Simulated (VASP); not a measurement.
MoSi2 (MoSi2 type): the cohesive energy from VASP (plane waves, PAW) at several levels of theory. Atoms are spin-polarised in a large box without symmetry, with the spin fixed by Hund's rule, and may not be in the lowest state of each functional; no zero-point energy is added.

| level | cohesive energy (eV/atom) |
|---|---|
| PBE | 5.66 |
| PBEsol | 6.28 |

The cell of the PBE run:

```
MoSi2
1.0
   -1.60919     1.60919     3.93641
    1.60919    -1.60919     3.93641
    1.60919     1.60919    -3.93641
Si Mo
2 1
Cartesian
  0.00000   0.00000   5.23466
  0.00000   0.00000   2.63817
  0.00000   0.00000   0.00000
```

Only levels that ran to the end are used. Left out are those held back, those with too coarse a band path, GW runs whose mesh misses a band edge, hybrids' fits of cells that aren't cubic and levels without matching references; a question may draw on a part of the rest.
